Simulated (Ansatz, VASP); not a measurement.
**Cross-check of Pt3Pb between VASP and Ansatz**

One calculation is typed for both programs; each brings its own data sets. How far apart do they land? Of the first pair: The structure shown is the end of the VASP relaxation below. Valence electrons are named where the data sets of a main pair hold unlike numbers.

Program: Ansatz 0.2.0. Level of theory: plane waves, with VASP 6.6.1 beside it; single point at r2SCAN with rVV10 and band structure at r2SCAN with rVV10. Results are calculated unless marked as measured.

## Step 1: Starting point

The cell holds 12 atoms: 9 Pt and 3 Pb. Cell: a = 4.058 Å, b = 4.058 Å, c = 25.145 Å, α = 90.0°, β = 90.0°, γ = 90.0°. It derives from Pt3Pb. The (1 0 0) slab of Pt3Pb, cut from the database cell (so at first; earlier steps may have moved the atoms). Vacuum lies along c.

As a file:

```cif
data_structure
_symmetry_space_group_name_H-M 'P 1'
_symmetry_Int_Tables_number 1
_cell_length_a 4.0580
_cell_length_b 4.0580
_cell_length_c 25.1450
_cell_angle_alpha 90.000
_cell_angle_beta 90.000
_cell_angle_gamma 90.000
_cell_volume 414.07
loop_
_atom_site_label
_atom_site_type_symbol
_atom_site_fract_x
_atom_site_fract_y
_atom_site_fract_z
_atom_site_occupancy
Pt1 Pt 0.00000 0.50000 0.29827 1
Pt2 Pt 0.50000 0.00000 0.29827 1
Pt3 Pt 0.50000 0.50000 0.37896 1
Pt4 Pt 0.00000 0.50000 0.45965 1
Pt5 Pt 0.50000 0.00000 0.45965 1
Pt6 Pt 0.50000 0.50000 0.54062 1
Pt7 Pt 0.00000 0.50000 0.62336 1
Pt8 Pt 0.50000 0.00000 0.62336 1
Pt9 Pt 0.50000 0.50000 0.69702 1
Pb10 Pb 0.00000 0.00000 0.37896 1
Pb11 Pb 0.00000 0.00000 0.54301 1
Pb12 Pb 0.00000 0.00000 0.71807 1
```

## Step 2: VASP: relaxation, r2SCAN with rVV10

This run makes the geometry at which the two programs are then compared.

Lines of VASP's logs that name or quote its potential files are left out, and so is its time.

INCAR reads:

```
SYSTEM = Pt3Pb
PREC = Normal
ENCUT = 300
EDIFF = 1E-05
NELM = 120
ISMEAR = 0
SIGMA = 0.1
LREAL = .FALSE.
ALGO = Normal
METAGGA = R2SCAN
LUSE_VDW = .TRUE.
IVDW_NL = 2
BPARAM = 11.95
CPARAM = 0.0093
LASPH = .TRUE.
NBANDS = 63
LORBIT = 11
LWAVE = .FALSE.
LCHARG = .FALSE.
KPAR = 2
IBRION = 2
NSW = 40
ISIF = 2
EDIFFG = -0.03
POTIM = 0.4
MAXMIX = 40
IDIPOL = 3
LDIPOL = .TRUE.
DIPOL = 0.5 0.5 0.5
```

POSCAR reads:

```
Pt3Pb
1.0
    4.0580000000      0.0000000000      0.0000000000
    0.0000000000      4.0580000000      0.0000000000
    0.0000000000      0.0000000000     25.1450000000
Pt Pb
9 3
Selective dynamics
Direct
    0.0000000000      0.5000000000      0.2982700300  F F F
    0.5000000000      0.0000000000      0.2982700300  F F F
    0.5000000000      0.5000000000      0.3789620200  F F F
    0.0000000000      0.5000000000      0.4596540100  F F F
    0.5000000000      0.0000000000      0.4596540100  F F F
    0.5000000000      0.5000000000      0.5403459900  T T T
    0.0000000000      0.5000000000      0.6210379800  T T T
    0.5000000000      0.0000000000      0.6210379800  T T T
    0.5000000000      0.5000000000      0.7017299700  T T T
    0.0000000000      0.0000000000      0.3789620200  F F F
    0.0000000000      0.0000000000      0.5403459900  T T T
    0.0000000000      0.0000000000      0.7017299700  T T T
```

KPOINTS reads:

```
Automatic mesh
0
Gamma
5 5 1
0 0 0
```

Potentials, in the order of the species: Pt and Pb (PBE family, release 64).

On the command line:

```
$ mpirun -np 2 vasp_std
```

Numbers of over 12 decimals in the logs are rounded to 6 here.

What it wrote:

```text
[banner, memory and clock lines left out]
running    2 mpi-ranks, on    1 nodes
 distrk:  each k-point on    1 cores,    2 groups
 distr:  one band on    1 cores,    1 groups

 POSCAR found type information on POSCAR PtPb
 POSCAR found :  2 types and      12 ions
|                                                                             |
|               ----> ADVICE to this user running VASP <----                  |
|                                                                             |
|     You have switched on vdW-DFT.                                           |
|     This routine was written and supplied by Jiri Klimes. We recommend      |
|     that you carefully read and cite the following publications:            |
|       J. Klimes, D.R. Bowler, A. Michelides                                 |
|          J. Phys.: Cond Matt. 22 022201 (2010)                              |
|       J. Klimes, D.R. Bowler, A. Michelides                                 |
|          Phys. Rev. B. 83, 195131 (2011)                                    |
|     and references therein.                                                 |
|                                                                             |

|                                                                             |
|               ----> ADVICE to this user running VASP <----                  |
|                                                                             |
|     You enforced a specific xc type in the INCAR file but a different       |
|     [... a line on the potential file left out ...]
|     I HOPE YOU KNOW WHAT YOU ARE DOING!                                     |
|                                                                             |

 LDA part: xc-table for (None), standard interpolation
 POSCAR, INCAR and KPOINTS ok, starting setup
 FFT: planning ... GRIDC
 FFT: planning ... GRID_SOFT
 FFT: planning ... GRID
 WAVECAR not read
 entering main loop
       N       E                     dE             d eps       ncg     rms          rms(c)
Total rVV10 correction in eV:      2.8673743   149.7253958
Total rVV10 correction in eV:      2.8673743   149.7253958
DAV:   1    -0.369881528803E+02   -0.36988E+02   -0.33265E+04   756   0.909E+02
DAV:   2    -0.615623317730E+03   -0.57864E+03   -0.53801E+03   921   0.229E+02
DAV:   3    -0.655843990359E+03   -0.40221E+02   -0.37929E+02   944   0.581E+01
DAV:   4    -0.657215246792E+03   -0.13713E+01   -0.13571E+01   907   0.106E+01
DAV:   5    -0.657267011591E+03   -0.51765E-01   -0.51734E-01   994   0.200E+00    0.298E+01
Total rVV10 correction in eV:      2.7652174   149.7274514
Total rVV10 correction in eV:      2.7652174   149.7274514
DAV:   6    -0.633874416402E+03    0.23393E+02   -0.52389E+01   874   0.314E+01    0.301E+01
Total rVV10 correction in eV:      2.7571632   149.7385577
Total rVV10 correction in eV:      2.7571632   149.7385577
DAV:   7    -0.655521014995E+03   -0.21647E+02   -0.11856E+02  1137   0.639E+01    0.440E+01
Total rVV10 correction in eV:      2.7395664   149.7456010
Total rVV10 correction in eV:      2.7395664   149.7456010
DAV:   8    -0.636342323242E+03    0.19179E+02   -0.12116E+02  1008   0.343E+01    0.229E+01
Total rVV10 correction in eV:      2.7256678   149.7361613
Total rVV10 correction in eV:      2.7256678   149.7361613
DAV:   9    -0.634418867978E+03    0.19235E+01   -0.27528E+01  1073   0.316E+01    0.163E+01
Total rVV10 correction in eV:      2.7330421   149.7353801
Total rVV10 correction in eV:      2.7330421   149.7353801
DAV:  10    -0.628659445795E+03    0.57594E+01   -0.29851E+01   905   0.247E+01    0.773E+00
Total rVV10 correction in eV:      2.7339632   149.7286618
Total rVV10 correction in eV:      2.7339632   149.7286618
DAV:  11    -0.628078641558E+03    0.58080E+00   -0.54962E+00   865   0.125E+01    0.395E+00
Total rVV10 correction in eV:      2.7294487   149.7272060
Total rVV10 correction in eV:      2.7294487   149.7272060
DAV:  12    -0.628229441643E+03   -0.15080E+00   -0.11686E+00   843   0.445E+00    0.333E+00
Total rVV10 correction in eV:      2.7321074   149.7275356
Total rVV10 correction in eV:      2.7321074   149.7275356
DAV:  13    -0.628127203228E+03    0.10224E+00   -0.53929E-01   849   0.263E+00    0.221E+00
Total rVV10 correction in eV:      2.7320635   149.7264904
Total rVV10 correction in eV:      2.7320635   149.7264904
DAV:  14    -0.628141607313E+03   -0.14404E-01   -0.10666E-01   814   0.215E+00    0.183E+00
Total rVV10 correction in eV:      2.7340931   149.7267017
Total rVV10 correction in eV:      2.7340931   149.7267017
DAV:  15    -0.628130494424E+03    0.11113E-01   -0.29964E-02   821   0.102E+00    0.845E-01
[...]
DAV:   6    -0.628479496694E+03    0.61721E-07   -0.14421E-05   583   0.216E-02
Total rVV10 correction in eV:      2.7513094   149.7255950
Total rVV10 correction in eV:      2.7513094   149.7255950
Total rVV10 correction in eV:      2.7513099   149.7256172
Total rVV10 correction in eV:      2.7513099   149.7256172
  12 F= -.62847950E+03 E0= -.62845694E+03  d E =-.407064E-02
[...]
13 F= -.62848139E+03 E0= -.62845859E+03  d E =-.188904E-02
[...]
14 F= -.62848166E+03 E0= -.62845878E+03  d E =-.215877E-02
[...]
15 F= -.62848181E+03 E0= -.62845902E+03  d E =-.150813E-03
 trial-energy change:   -0.000151  1 .order   -0.000159   -0.000596    0.000278
 step:   2.4960(harm=  2.4960)  dis= 0.00569  next Energy=  -628.481859 (dE=-0.203E-03)
 bond charge predicted
       N       E                     dE             d eps       ncg     rms          rms(c)
Total rVV10 correction in eV:      2.7543736   149.7256098
Total rVV10 correction in eV:      2.7543736   149.7256098
DAV:   1    -0.628481709185E+03    0.10001E-03   -0.23935E-02   770   0.481E-01    0.601E-02
Total rVV10 correction in eV:      2.7543799   149.7256039
Total rVV10 correction in eV:      2.7543799   149.7256039
DAV:   2    -0.628481789740E+03   -0.80555E-04   -0.49304E-04   814   0.806E-02    0.526E-03
Total rVV10 correction in eV:      2.7543837   149.7256010
Total rVV10 correction in eV:      2.7543837   149.7256010
DAV:   3    -0.628481808290E+03   -0.18551E-04   -0.15103E-05   531   0.163E-02    0.447E-03
Total rVV10 correction in eV:      2.7543768   149.7256043
Total rVV10 correction in eV:      2.7543768   149.7256043
DAV:   4    -0.628481821561E+03   -0.13271E-04   -0.28543E-06   500   0.878E-03    0.320E-03
Total rVV10 correction in eV:      2.7543768   149.7256037
Total rVV10 correction in eV:      2.7543768   149.7256037
DAV:   5    -0.628481838805E+03   -0.17244E-04   -0.14663E-06   450   0.717E-03    0.224E-03
Total rVV10 correction in eV:      2.7543769   149.7256054
Total rVV10 correction in eV:      2.7543769   149.7256054
DAV:   6    -0.628481849258E+03   -0.10453E-04   -0.78063E-07   427   0.554E-03    0.162E-03
Total rVV10 correction in eV:      2.7543763   149.7256086
Total rVV10 correction in eV:      2.7543763   149.7256086
DAV:   7    -0.628481850509E+03   -0.12511E-05   -0.31940E-07   420   0.356E-03
Total rVV10 correction in eV:      2.7543792   149.7256130
Total rVV10 correction in eV:      2.7543792   149.7256130
Total rVV10 correction in eV:      2.7543771   149.7256112
Total rVV10 correction in eV:      2.7543771   149.7256112
  16 F= -.62848185E+03 E0= -.62845904E+03  d E =-.195045E-03
 curvature:  -2.21 expect dE=-0.682E-04 dE for cont linesearch -0.125E-08
 trial: gam= 0.19645 g(F)=  0.308E-04 g(S)=  0.000E+00 ort =-0.404E-06 (trialstep = 0.343E+01)
 search vector abs. value=  0.418E-04
 reached required accuracy - stopping structural energy minimisation
```

OUTCAR, selected parts (step 2):

```text
ion  position               nearest neighbor table
   1  0.000  0.500  0.298-   2 2.87   2 2.87   2 2.87   2 2.87  10 2.87  10 2.87   3 2.87   3 2.87

  LATTYP: Found a simple tetragonal cell.
 ALAT       =     4.0580000000
 C/A-ratio  =     6.1964021686

 Subroutine GETGRP returns: Found  8 space group operations
 (whereof  8 operations were pure point group operations)

The static configuration has the point symmetry C_4v.

 Found      6 irreducible k-points:

   k-points           NKPTS =      6   k-points in BZ     NKDIM =      6   number of bands    NBANDS=     63

   dimension x,y,z NGX =    18 NGY =   18 NGZ =  108
   dimension x,y,z NGXF=    36 NGYF=   36 NGZF=  216

   ENCUT  =  300.0 eV  22.05 Ry    4.70 a.u.   5.73  5.73 35.51*2*pi/ulx,y,z

   NELECT =     102.0000    total number of electrons

 k-points in reciprocal lattice and weights: Automatic mesh
   0.00000000  0.00000000  0.00000000       0.040
   0.20000000  0.00000000  0.00000000       0.160
   0.40000000  0.00000000  0.00000000       0.160
   0.20000000  0.20000000  0.00000000       0.160
   0.40000000  0.20000000  0.00000000       0.320
   0.40000000  0.40000000  0.00000000       0.160

 dipolmoment           0.000000      0.000000     -0.130336 electrons x Angstroem

 average (electrostatic) potential at core
       1 -76.0931       2 -76.0931       3 -76.8350       4 -76.8672       5 -76.8672
       6 -76.8457       7 -76.8420       8 -76.8420       9 -76.5927      10 -49.3082
      11 -49.4932      12 -49.4311

 E-fermi :   2.2352

 k-point     1 :       0.0000    0.0000    0.0000
  band No.  band energies     occupation
    ...
     44       1.5646      2.00000
     45       1.8448      2.00000
     46       1.9449      1.99996
     47       1.9449      1.99996
     48       2.0729      1.97829
     49       2.4815      0.00050
     50       2.5283      0.00003
     51       2.6378      0.00000
     52       2.6656      0.00000
     53       2.6656      0.00000
    ...

 k-point     2 :       0.2000    0.0000    0.0000
  band No.  band energies     occupation
    ...
     47       1.6442      2.00000
     48       1.7665      2.00000
     49       1.8053      2.00000
     50       1.9959      1.99929
     51       2.1520      1.76097
     52       2.4363      0.00446
     53       3.0790      0.00000
     54       3.2412      0.00000
     55       3.9719      0.00000
     56       4.2214      0.00000
    ...

 k-point     3 :       0.4000    0.0000    0.0000
  band No.  band energies     occupation
    ...
     48       1.1379      2.00000
     49       1.3513      2.00000
     50       1.5967      2.00000
     51       1.7548      2.00000
     52       2.2618      0.70691
     53       2.9465      0.00000
     54       3.1793      0.00000
     55       3.5717      0.00000
     56       4.0846      0.00000
     57       4.7891      0.00000
    ...

  Total       -7.1225742     -7.1225742     -2.1696834      0.0000000      0.0000000     -0.0000000
  in kB      -27.5595319    -27.5595319     -8.3952036      0.0000000      0.0000000     -0.0000000
  external PRESSURE =     -21.1714225 kB  Pullay stress =       0.0000000 kB

  energy-cutoff  :      300.00
  volume of cell :      414.07
      direct lattice vectors                 reciprocal lattice vectors
     4.058000000  0.000000000  0.000000000     0.246426811  0.000000000  0.000000000
     0.000000000  4.058000000  0.000000000     0.000000000  0.246426811  0.000000000
     0.000000000  0.000000000 25.145000000     0.000000000  0.000000000  0.039769338

 POSITION                                       TOTAL-FORCE (eV/Angst)
 -----------------------------------------------------------------------------------
      0.00000      2.02900      7.50000        -0.000000     -0.000000      0.472252
      2.02900      0.00000      7.50000        -0.000000      0.000000      0.472252
      2.02900      2.02900      9.52900        -0.000000     -0.000000     -0.219042
      0.00000      2.02900     11.55800        -0.000000      0.000000      0.074871
      2.02900      0.00000     11.55800        -0.000000      0.000000      0.074871
      2.02900      2.02900     13.59401        -0.000000     -0.000000     -0.023247
      0.00000      2.02900     15.67450        -0.000000      0.000000      0.003035
      2.02900      0.00000     15.67450        -0.000000      0.000000      0.003035
      2.02900      2.02900     17.52664        -0.000000     -0.000000      0.009128
      0.00000      0.00000      9.52900        -0.000000      0.000000     -0.879704
      0.00000      0.00000     13.65406        -0.000000      0.000000      0.000057
      0.00000      0.00000     18.05582         0.000000      0.000000      0.012492
 -----------------------------------------------------------------------------------
    total drift:                                0.000000      0.000000      0.011642

  FREE ENERGIE OF THE ION-ELECTRON SYSTEM (eV)
  ---------------------------------------------------
  free  energy   TOTEN  =      -628.4818505087 eV

  energy  without entropy=     -628.4362238633  energy(sigma->0) =     -628.45903719

 reached required accuracy - stopping structural energy minimisation

 vacuum level on the upper side and lower side of the slab         6.524         7.931

 total charge
# of ion       s       p       d       tot
------------------------------------------
    1        0.594   0.312   8.129   9.035
    2        0.594   0.312   8.129   9.035
    3        0.601   0.481   8.160   9.242
    4        0.593   0.488   8.172   9.253
    5        0.593   0.488   8.172   9.253
    6        0.593   0.482   8.184   9.259
    7        0.603   0.487   8.135   9.225
    8        0.603   0.487   8.135   9.225
    9        0.630   0.397   8.171   9.198
   10        1.555   1.739   0.389   3.683
   11        1.543   1.746   0.378   3.667
   12        1.623   1.369   0.154   3.146
--------------------------------------------------
tot         10.124   8.787  74.309  93.220

[... 3 further parts left out ...]
```

CONTCAR:

```
Pt3Pb
   1.00000000000000
     4.0579999999999998    0.0000000000000000    0.0000000000000000
     0.0000000000000000    4.0579999999999998    0.0000000000000000
     0.0000000000000000    0.0000000000000000   25.1449999999999996
  Pt              Pb
     9     3
Selective dynamics
Direct
     0.0000000000000000    0.5000000000000000    0.2982700299999976   F   F   F
     0.5000000000000000    0.0000000000000000    0.2982700299999976   F   F   F
     0.5000000000000000    0.5000000000000000    0.3789620200000030   F   F   F
     0.0000000000000000    0.5000000000000000    0.4596540100000013   F   F   F
     0.5000000000000000    0.0000000000000000    0.4596540100000013   F   F   F
     0.5000000000000000    0.5000000000000000    0.5406246797053991   T   T   T
     0.0000000000000000    0.5000000000000000    0.6233645515873855   T   T   T
     0.5000000000000000    0.0000000000000000    0.6233645515873855   T   T   T
     0.5000000000000000    0.5000000000000000    0.6970228859044688   T   T   T
     0.0000000000000000    0.0000000000000000    0.3789620200000030   F   F   F
     0.0000000000000000    0.0000000000000000    0.5430129828472393   T   T   T
     0.0000000000000000    0.0000000000000000    0.7180680433104679   T   T   T
```

The data set Pb keeps the semicore shell frozen, which is cheaper and a little less accurate. The run keeps the 8 symmetry operations of its start, so it cannot find a distortion of lower symmetry.

(Part 1 of 3 ends here.)

[Lines on the potential files, build, host, timing and source positions are cut from VASP's logs without a mark.]

[Logs are printed without paths, hosts, clocks, repeated set-up lines and the standing remarks that a program may print on its own settings, such as how far it seeks lower states.]

[Hosts, paths, dates, database ids (printed as entryN), source tags and the programs' standing remarks are cut or masked in the printed files.]
